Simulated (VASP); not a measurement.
Data:

```
CELL_PARAMETERS angstrom
      1.99051    -2.04307     0.00000
      1.99051     2.04307     0.00000
      0.00000     0.00000     5.06892
ATOMIC_POSITIONS crystal
  Cu 0.00000 0.50000 0.00000
  Cu 0.50000 0.00000 0.50000
  O  0.50000 0.50000 0.25000
  O  0.50000 0.50000 0.75000
```

These are LDA (Ceperley-Alder, Perdew-Zunger) with spin-orbit coupling, VASP's LDA PAW potentials (set 64) (plane waves; VASP) values and carry that method's errors. Run with 520 eV cut-off, 10×10×6 Γ-centred mesh, Gaussian smearing of 0.050 eV, potentials Cu O.

Task: What does the run give for the energy per atom (σ→0), band gap (over mesh and band path) with the smallest direct gap where there is one?

Result: 
* **band gap (over mesh and band path)**: none (metal, semimetal or under 0.01 eV)
* **energy per atom (σ→0)**: -5.835 eV/atom

The absolute energy has meaning only against runs of the same code, potentials and settings.

The structure comes from a computed database's CuO entry (Cccm); how it stands against other phases isn't given here. It was relaxed first, which changed the volume by -7 %.
